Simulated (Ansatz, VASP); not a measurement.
# GaN: VASP beside Ansatz

Aim: how closely do two programs agree when they are given the same cell, functional and k mesh? The cell is taken from a series of runs on this material, whose earlier steps may have relaxed, scaled, displaced or heated it; both programs get it as it stands. Other levels of theory on this material are compared in a session of their own.

Method: plane waves, with VASP 6.6.1 beside it; single point at PBE, spin-orbit coupling, in Ansatz 0.2.0.

## Step 1: The starting structure

The cell holds 4 atoms: 2 Ga and 2 N. Cell: a = 3.267 Å, b = 3.267 Å, c = 28.100 Å, α = 90.0°, β = 90.0°, γ = 120.0°. Vacuum lies along c.

## Step 2: Ansatz: single point, PBE, spin-orbit coupling

Ansatz runs on its PAW fully relativistic soft_1 files.

A single point gives forces, pressure and levels at one fixed geometry, so differences don't come from the geometry; what else differs is listed under the comparison.

File input.yaml:

```yaml
crystal:
  lattice:
    - [3.2666679666, 0.0, 0.0]
    - [-1.6333339833, 2.8290174448, 0.0]
    - [0.0, 0.0, 28.1]
  atoms:
    - { symbol: Ga, position: [0.3333333333, 0.6666666667, 0.4589579169] }
    - { symbol: "N", position: [0.6666666667, 0.3333333333, 0.4564219099] }
    - { symbol: Ga, position: [0.6666666667, 0.3333333333, 0.5410420831] }
    - { symbol: "N", position: [0.3333333333, 0.6666666667, 0.5435780901] }
  periodic: [true, true, false]
kpoints:
  mp_grid: { grid: [6, 6, 1] }
  band_path:
    path:
      - [0.0, 0.0, 0.0]
      - [0.5, 0.0, 0.0]
      - [0.3333333333, 0.3333333333, 0.0]
      - [0.2, 0.2, 0.0]
    npoints: 1
hamiltonian:
  xc: pbe
  pseudopotentials: { kind: paw_fr, azcp: { folder: soft_1 } }
scf:
  occupations: { method: fixed }
  n_extra_bands: 10
magnetization:
  noncollinear: true
  spin_orbit: true
output:
  eigenvalues: true
```

Run with:

```
$ ansatz run input.yaml --threads 4 --pin off --max-ram 17510MiB --backend cpu --events-out ev --progress --plain --runs-dir out
```

Numbers of over 12 decimals in the logs are rounded to 6 here.

The log of the run:

```text
scf.n_extra_bands = 10 over 36 filled bands (N_el = 36.0): the run solves 46 bands
Engine: ansatz 0.2.0, aarch64-unknown-linux-gnu
Pseudopotentials: kind: paw_fr
Pseudopotential: Ga, paw, valence charge 13, recommended cutoff 420 eV (normal), soft_1/Ga.paw.azcp
Pseudopotential: N, paw, valence charge 5, recommended cutoff 420 eV (normal), soft_1/N.paw.azcp
Functional definition: PBE
  parameter kappa = 0.804
  parameter beta = 0.066725
  exchange = pbe_x(kappa = kappa, mu = beta*pi^2/3)
  correlation = pbe_c(beta = beta)
non-collinear run that drives no moment, with spin-orbit: no starting moment large enough to seed its density (crystal.atoms[].spin), no starting occupations that ask for one, no magnetisation constraint and no magnetic field, so the semilocal B_xc is pinned to zero
Crystal: 4 atoms, lattice volume = 259.685 Å³
Basis set: ecut = 420 eV, 5169 PW (Γ)
Bands: 46, of which v1, the nominal top of the filled ones, is band 36 counted from 1 (35 counted from 0)
Symmetry: 12 space group operations + 12 with time reversal
Magnetic group: BNS 164.86 (UNI 1316), of the structure as read, at distance tolerance 6.4e-5 Å
k-points: 7 of 36
Projection manifold: j_resolved (fully-relativistic pseudo-atomic orbitals)
Non-local potential: Ga, projectors of the file, resolved by j, l = 0: 2, l = 1: 4, l = 2: 6, l = 3: 2
Non-local potential: N, projectors of the file, resolved by j, l = 0: 2, l = 1: 4, l = 2: 2
PAW form: soft (Blöchl's): semilocal exchange-correlation on the pseudo side does not see the compensation charge
PAW one-centre angular grid: Ga, 590 points (default); XC on 64 Gauss nodes
PAW one-centre angular grid: N, 110 points (default); XC on 64 Gauss nodes
Initial density: superposition of atomic densities (neutral atoms: chi_scale 0, normalization atom)
Initial wavefunctions: pseudopotential atomic-orbital guess
Functional: x = pbe(κ = 0.804, μ = 0.219515), c = pbe(β = 0.066725)
SCF iter   1: F=—  HF=-8339.530291 eV  |F-HF|=—  |Δ(HF+E_count)|=         —  Δρ=7.25e-2  dr2=1.67e1  dr2_m=0.00e0 (ungated)  ethr=3.10e-3  |M|=0.00e0 ∫|m|=0.00e0 μB  |m|>n=0.0e0 m-floor=0.0e0 τ_xc=0.0e0  β_m=0.30  ⟨swp⟩=6.3  Hψ=874  notcnv=0  defer=38
preconditioner: auto → none  [insulator: Δε(μ)=3.919 eV  Ē_g=15.968 eV  n_scr=16 (ndim 8)  ℏωp=13.8 eV  f_vac=0.756  ε∞_Penn≈1.7]
SCF iter   2: F=—  HF=-8334.883981 eV  |F-HF|=—  |Δ(HF+E_count)|=    4.65e0  Δρ=2.22e-2  dr2=6.92e-1  dr2_m=0.00e0 (ungated)  ethr=3.10e-3  |M|=0.00e0 ∫|m|=0.00e0 μB  |m|>n=0.0e0 m-floor=0.0e0 τ_xc=0.0e0  β_m=0.32  ⟨swp⟩=4.4  Hψ=413  notcnv=0  defer=40
SCF iter   3: F=—  HF=-8334.816019 eV  |F-HF|=—  |Δ(HF+E_count)|=   6.80e-2  Δρ=1.44e-2  dr2=2.15e-1  dr2_m=0.00e0 (ungated)  ethr=1.92e-3  |M|=0.00e0 ∫|m|=0.00e0 μB  |m|>n=0.0e0 m-floor=0.0e0 τ_xc=0.0e0  β_m=0.59  ⟨swp⟩=3.0  Hψ=262  notcnv=0  defer=42
SCF iter   4: F=—  HF=-8334.829470 eV  |F-HF|=—  |Δ(HF+E_count)|=   1.35e-2  Δρ=2.89e-3  dr2=3.24e-2  dr2_m=0.00e0 (ungated)  ethr=5.98e-4  |M|=0.00e0 ∫|m|=0.00e0 μB  |m|>n=0.0e0 m-floor=0.0e0 τ_xc=0.0e0  β_m=0.50  ⟨swp⟩=3.4  Hψ=327  notcnv=0  defer=42
SCF iter   5: F=—  HF=-8334.820227 eV  |F-HF|=—  |Δ(HF+E_count)|=   9.24e-3  Δρ=5.96e-4  dr2=6.41e-4  dr2_m=0.00e0 (ungated)  ethr=9.01e-5  |M|=0.00e0 ∫|m|=0.00e0 μB  |m|>n=0.0e0 m-floor=0.0e0 τ_xc=0.0e0  β_m=0.53  ⟨swp⟩=4.1  Hψ=319  notcnv=0  defer=42
SCF iter   6: F=—  HF=-8334.820075 eV  |F-HF|=—  |Δ(HF+E_count)|=   1.52e-4  Δρ=1.76e-4  dr2=5.49e-5  dr2_m=0.00e0 (ungated)  ethr=1.78e-6  |M|=0.00e0 ∫|m|=0.00e0 μB  |m|>n=0.0e0 m-floor=0.0e0 τ_xc=0.0e0  β_m=0.64  ⟨swp⟩=3.4  Hψ=411  notcnv=0  defer=42
SCF iter   7: F=—  HF=-8334.820067 eV  |F-HF|=—  |Δ(HF+E_count)|=   7.95e-6  Δρ=2.15e-5  dr2=8.15e-7  dr2_m=0.00e0 (ungated)  ethr=1.52e-7  |M|=0.00e0 ∫|m|=0.00e0 μB  |m|>n=0.0e0 m-floor=0.0e0 τ_xc=0.0e0  β_m=0.67  ⟨swp⟩=2.4  Hψ=280  notcnv=0  defer=42
SCF iter   8: F=-8334.820067 eV  HF=-8334.820067 eV  |F-HF|=2.84e-9  |Δ(HF+E_count)|=   1.50e-7  Δρ=3.38e-6  dr2=2.62e-8  dr2_m=0.00e0 (ungated)  ethr=2.78e-10  |M|=0.00e0 ∫|m|=0.00e0 μB  |m|>n=0.0e0 m-floor=0.0e0 τ_xc=0.0e0  ⟨swp⟩=40.9  Hψ=1442  notcnv=0
SCF 1 converged in 8 iterations: F = -8334.820067 eV  dr2 = 2.62e-8
  greatest PAW one-centre occupation: 0.995 electrons in one spin orbital (limit 2), on the Ga atom at site 2 (counted from 0), in its partial waves of l = 2
NSCF: frozen V_eff on 4 k-points
SCF converged after 8 iterations
Magnetization: |M| = 0.0000 μB,  M = (+0.0000, +0.0000, +0.0000) μB
Absolute magnetization: 0.0000 μB (∫|m|)
  site 0: m = (+0.0000, +0.0000, +0.0000) μB, |m| = 0.0000 μB  (R = 0.78 Å)
  site 1: m = (+0.0000, +0.0000, +0.0000) μB, |m| = 0.0000 μB  (R = 0.78 Å)
  site 2: m = (+0.0000, +0.0000, +0.0000) μB, |m| = 0.0000 μB  (R = 0.78 Å)
  site 3: m = (+0.0000, +0.0000, +0.0000) μB, |m| = 0.0000 μB  (R = 0.78 Å)
Free energy (F): -8334.820067 eV
Harris-Foulkes:  -8334.820067 eV  (|F-HF|=2.84e-9)
Internal energy: -8334.820067 eV  (E = F + TS)
E sigma→0 (E₀):  -8334.820067 eV
Fermi energy:    -5.395161 eV
--- Per-component energies (eV) ---
  E_band       = -547.214754
  E_kinetic    = 478.808026
  E_local      = -73914.295409  (includes V_loc(G=0)·N_el)
  E_nonlocal   = -109.898821
  E_hartree    = 37063.776126
  E_xc         = -243.322222
  E_vxc        = -259.934502  (∫ρ·V_xc dr)
  E_paw        = -4247.995798  (= ΣΔE_a)
  E_vpaw       = -869.435844  (= ΣTr[D̂ρ^β])
  E_aug_tail   = 0.001390  (compensation charges beyond the density's cutoff)
  E_ewald      = 32638.106641
  E_smearing   = -0.000000  (= −TS)
  E_closure    = 0.000000  (closes the sum)
  Σ components = -8334.820067   (vs F -8334.820067, Δ=0.00e0)
--- Band table (eV; the first three rows and the last of 7) ---
  k-point 0: bands = [... 32 lower, -5.6773, -5.6773, -5.6692, -5.6692, -3.2906, -3.2906, -1.6963 (-1.6963°), -1.6963 (-1.6963°), ... 6 higher]
  k-point 1: bands = [... 32 lower, -6.0804, -6.0804, -5.7248, -5.7248, -1.9290, -1.9290, -1.0090 (-1.0090°), -1.0090 (-1.0090°), ... 6 higher]
  k-point 2: bands = [... 32 lower, -6.8259, -6.8259, -5.4287, -5.4287, -0.9592, -0.9592, -0.4915, -0.4915, ... 6 higher]
  k-point 6: bands = [... 32 lower, -6.0253, -6.0253, -6.0188, -6.0188, 0.6957, 0.6957, 0.6988, 0.6988, ... 6 higher]
  ° read free of the cell's end (the report's vacuum.weakly_bound_levels)
```

## Step 3: VASP: single point, PBE, spin-orbit coupling

The same cell, functional and mesh now go to VASP, with its own data sets.

Lines of VASP's logs that name or quote its potential files are left out, and so is its time.

File INCAR:

```
SYSTEM = GaN
PREC = Accurate
ENCUT = 520
EDIFF = 1E-06
NELM = 200
ISMEAR = 0
SIGMA = 0.01
LREAL = .FALSE.
ALGO = Normal
GGA = PE
LNONCOLLINEAR = .TRUE.
MAGMOM = 0 0 0 0 0 0 0 0 0 0 0 0
NBANDS = 48
GGA_COMPAT = .FALSE.
LASPH = .TRUE.
LSORBIT = .TRUE.
LORBIT = 11
LWAVE = .FALSE.
LCHARG = .FALSE.
ISIF = 2
LDIPOL = .TRUE.
IDIPOL = 3
DIPOL = 0.5 0.5 0.5
LVHAR = .TRUE.
EFERMI = MIDGAP
NELMDL = -8
KPAR = 2
```

File POSCAR:

```
GaN
1.0
    3.2666679666      0.0000000000      0.0000000000
   -1.6333339833      2.8290174448      0.0000000000
    0.0000000000      0.0000000000     28.1000000000
Ga N
2 2
Direct
    0.3333333333      0.6666666667      0.4589579169
    0.6666666666      0.3333333334      0.5410420831
    0.6666666666      0.3333333334      0.4564219099
    0.3333333333      0.6666666667      0.5435780901
```

File KPOINTS:

```
Automatic mesh
0
Gamma
6 6 1
0 0 0
```

PAW data sets: Ga_d and N (PBE family, release 64).

Run with:

```
$ mpirun -np 2 vasp_ncl
```

The log of the run:

```text
[banner, memory and clock lines left out]
running    2 mpi-ranks, on    1 nodes
 distrk:  each k-point on    1 cores,    2 groups
 distr:  one band on    1 cores,    1 groups

 POSCAR found type information on POSCAR GaN
 POSCAR found :  2 types and       4 ions
 LDA part: xc-table for (Slater+PW92), standard interpolation
 POSCAR, INCAR and KPOINTS ok, starting setup
 FFT: planning ... GRIDC
 FFT: planning ... GRID_SOFT
 FFT: planning ... GRID
 WAVECAR not read
 entering main loop
       N       E                     dE             d eps       ncg     rms          rms(c)
DAV:   1     0.307195462975E+03    0.30720E+03   -0.16179E+04   752   0.144E+03
DAV:   2     0.310015202091E+02   -0.27619E+03   -0.26659E+03   904   0.354E+02
DAV:   3    -0.234740533041E+02   -0.54476E+02   -0.53879E+02   808   0.154E+02
DAV:   4    -0.279732310032E+02   -0.44992E+01   -0.44644E+01   952   0.490E+01
DAV:   5    -0.280713495525E+02   -0.98119E-01   -0.97960E-01   936   0.774E+00
DAV:   6    -0.280733142882E+02   -0.19647E-02   -0.19644E-02   968   0.106E+00
DAV:   7    -0.280733523857E+02   -0.38097E-04   -0.38096E-04   952   0.150E-01
DAV:   8    -0.280733531493E+02   -0.76367E-06   -0.76354E-06   984   0.200E-02    0.117E+01
DAV:   9    -0.230265982249E+02    0.50468E+01   -0.13899E+01  1200   0.583E+01    0.306E+00
DAV:  10    -0.232483543026E+02   -0.22176E+00   -0.33515E+00   776   0.120E+01    0.309E+00
DAV:  11    -0.231903163833E+02    0.58038E-01   -0.21091E-01   944   0.743E+00    0.140E+00
DAV:  12    -0.231541023292E+02    0.36214E-01   -0.77580E-02   848   0.339E+00    0.395E-01
DAV:  13    -0.231543555785E+02   -0.25325E-03   -0.15573E-02   872   0.165E+00    0.223E-01
DAV:  14    -0.231503900324E+02    0.39655E-02   -0.88673E-03   848   0.101E+00    0.167E-01
[...]
DAV:  21    -0.231515802919E+02   -0.14317E-03   -0.10994E-05   840   0.293E-02    0.665E-03
DAV:  22    -0.231517272547E+02   -0.14696E-03   -0.13114E-05   672   0.146E-02    0.279E-03
DAV:  23    -0.231517988799E+02   -0.71625E-04   -0.47737E-06   608   0.184E-02    0.219E-03
DAV:  24    -0.231518311408E+02   -0.32261E-04   -0.16806E-06   648   0.148E-02    0.147E-03
DAV:  25    -0.231518473907E+02   -0.16250E-04   -0.82851E-07   592   0.148E-02    0.900E-04
DAV:  26    -0.231518549589E+02   -0.75681E-05   -0.30204E-07   640   0.709E-03    0.505E-04
DAV:  27    -0.231518594707E+02   -0.45118E-05   -0.15133E-07   576   0.286E-03    0.248E-04
DAV:  28    -0.231518604275E+02   -0.95684E-06   -0.29149E-08   608   0.165E-03
   1 F= -.23151860E+02 E0= -.23151860E+02  d E =0.000000E+00  mag=     0.0000     0.0000    -0.0000
```

Parts of OUTCAR (step 3):

```text
ion  position               nearest neighbor table
   1  0.333  0.667  0.459-   3 1.89   3 1.89   3 1.89
   2  0.667  0.333  0.541-   4 1.89   4 1.89   4 1.89
   3  0.667  0.333  0.456-   1 1.89   1 1.89   1 1.89
   4  0.333  0.667  0.544-   2 1.89   2 1.89   2 1.89

  LATTYP: Found a hexagonal cell.
 ALAT       =     3.2666679666
 C/A-ratio  =     8.6020373932

 Subroutine GETGRP returns: Found 12 space group operations
 (whereof 12 operations were pure point group operations)

The static configuration has the point symmetry D_3d.

 Found      7 irreducible k-points:

   k-points           NKPTS =      7   k-points in BZ     NKDIM =      7   number of bands    NBANDS=     48

   dimension x,y,z NGX =    24 NGY =   24 NGZ =  210
   dimension x,y,z NGXF=    48 NGYF=   48 NGZF=  420

   ENCUT  =  520.0 eV  38.22 Ry    6.18 a.u.   6.07  6.07 52.25*2*pi/ulx,y,z

   NELECT =      36.0000    total number of electrons

 k-points in reciprocal lattice and weights: Automatic mesh
   0.00000000  0.00000000  0.00000000       0.028
   0.16666667  0.00000000  0.00000000       0.167
   0.33333333  0.00000000  0.00000000       0.167
   0.50000000  0.00000000  0.00000000       0.083
   0.16666667  0.16666667  0.00000000       0.167
   0.33333333  0.16666667  0.00000000       0.333
   0.33333333  0.33333333  0.00000000       0.056

 dipolmoment           0.000000      0.000000     -0.000000 electrons x Angstroem

 average (electrostatic) potential at core
       1 -72.4038       2 -72.4038       3 -70.6414       4 -70.6414

 E-fermi :  -2.4971

 k-point     1 :       0.0000    0.0000    0.0000
  band No.  band energies     occupation
    ...
     32      -4.4076      1.00000
     33      -3.8393      1.00000
     34      -3.8393      1.00000
     35      -3.8325      1.00000
     36      -3.8325      1.00000
     37      -1.4452      0.00000
     38      -1.4452      0.00000
     39       0.1450      0.00000
     40       0.1450      0.00000
     41       1.2970      0.00000
    ...

 k-point     2 :       0.1667    0.0000    0.0000
  band No.  band energies     occupation
    ...
     32      -4.9590      1.00000
     33      -4.2424      1.00000
     34      -4.2424      1.00000
     35      -3.8794      1.00000
     36      -3.8794      1.00000
     37      -0.0838      0.00000
     38      -0.0838      0.00000
     39       0.8337      0.00000
     40       0.8337      0.00000
     41       1.9384      0.00000
    ...

 k-point     3 :       0.3333    0.0000    0.0000
  band No.  band energies     occupation
    ...
     32      -5.8573      1.00000
     33      -4.9866      1.00000
     34      -4.9866      1.00000
     35      -3.5826      1.00000
     36      -3.5826      1.00000
     37       0.8787      0.00000
     38       0.8787      0.00000
     39       1.3511      0.00000
     40       1.3511      0.00000
     41       2.3281      0.00000
    ...

  Total        0.5863268      0.5863268      0.2069868      0.0000000     -0.0000000      0.0000000
  in kB        3.6174574      3.6174574      1.2770455      0.0000000     -0.0000000      0.0000000
  external PRESSURE =       2.8373201 kB  Pullay stress =       0.0000000 kB

  energy-cutoff  :      520.00
  volume of cell :      259.69
      direct lattice vectors                 reciprocal lattice vectors
     3.266667967  0.000000000  0.000000000     0.306122327  0.176739808  0.000000000
    -1.633333983  2.829017445  0.000000000     0.000000000  0.353479616  0.000000000
     0.000000000  0.000000000 28.100000000     0.000000000  0.000000000  0.035587189

 POSITION                                       TOTAL-FORCE (eV/Angst)
 -----------------------------------------------------------------------------------
     -0.00000      1.88601     12.89672        -0.000000      0.000000     -0.059562
      1.63333      0.94301     15.20328         0.000000      0.000000      0.059562
      1.63333      0.94301     12.82546        -0.000000     -0.000000     -0.038810
     -0.00000      1.88601     15.27454         0.000000      0.000000      0.038810
 -----------------------------------------------------------------------------------
    total drift:                                0.000000     -0.000000     -0.000000

  FREE ENERGIE OF THE ION-ELECTRON SYSTEM (eV)
  ---------------------------------------------------
  free  energy   TOTEN  =       -23.1518604275 eV

  energy  without entropy=      -23.1518604275  energy(sigma->0) =      -23.15186043

 vacuum level on the upper side and lower side of the slab         1.849         1.849

 Spin-Orbit-Coupling matrix elements
 Ion:    1  E_soc:     -0.0106859
 Ion:    2  E_soc:     -0.0106859
 Ion:    3  E_soc:     -0.0000943
 Ion:    4  E_soc:     -0.0000943

 total charge
# of ion       s       p       d       tot
------------------------------------------
    1        0.804   0.860  10.169  11.833
    2        0.804   0.860  10.169  11.833
    3        1.224   2.507   0.000   3.731
    4        1.224   2.507   0.000   3.731
--------------------------------------------------
tot          4.056   6.734  20.337  31.128

 magnetization (x)
# of ion       s       p       d       tot
------------------------------------------
    1       -0.000   0.000   0.000  -0.000
    2       -0.000   0.000   0.000  -0.000
    3       -0.000   0.000   0.000  -0.000
    4       -0.000   0.000   0.000  -0.000
--------------------------------------------------
tot         -0.000   0.000   0.000  -0.000

 magnetization (y)
# of ion       s       p       d       tot
------------------------------------------
    1        0.000   0.000   0.000   0.000
    2        0.000   0.000   0.000   0.000
    3       -0.000  -0.000   0.000  -0.000
    4       -0.000  -0.000   0.000  -0.000
--------------------------------------------------
tot         -0.000   0.000   0.000  -0.000

 magnetization (z)
# of ion       s       p       d       tot
------------------------------------------
    1        0.000   0.000   0.000   0.000
    2        0.000   0.000   0.000   0.000
    3        0.000   0.000   0.000   0.000
    4        0.000   0.000   0.000   0.000
--------------------------------------------------
tot          0.000   0.000   0.000   0.000

[... 3 further parts left out ...]
```

## Step 4: Comparison

Known differences besides the potentials themselves: spin-orbit coupling enters by fully relativistic files in Ansatz and inside the spheres in VASP; fixed occupations in Ansatz, narrow Gaussian smearing in VASP; Ansatz cuts the interaction across the vacuum, VASP repeats the sheet with a dipole correction; the cutoff is 420 eV in Ansatz and 520 eV in VASP. Total energies have different zeros and are not compared.

The two programs side by side:

| quantity | Ansatz | VASP | difference |
| --- | --- | --- | --- |
| gap on the k mesh (eV) | 2.105 | 2.104 | +0.001 |

A gap on the mesh is an upper bound, since the band edges may lie between its points. With vacuum in the cell, a pressure given here is an average over mostly empty space and none of the material.

## Step 5: Outcome

```yaml
difference_in_gap_on_the_k_mesh_single_point_pbe_spin_orbit_coupling: 6.7e-4 eV
```

In words: The difference in gap on the k mesh is 6.7e-4 eV (single point, PBE, spin-orbit coupling), within the 0.08 eV picked in this series as the mark of a large difference. 7 further runs of this series are not shown here. Such differences can come from data sets, numerical settings and the points named under the comparisons, not from the functional's error against experiment.

[Lines on the potential files, build, host, timing and source positions are cut from VASP's logs without a mark.]

[Logs are printed without paths, hosts, clocks, repeated set-up lines and the standing remarks that a program may print on its own settings, such as how far it seeks lower states.]

[Hosts, paths, dates, database ids (printed as entryN), source tags and the programs' standing remarks are cut or masked in the printed files.]
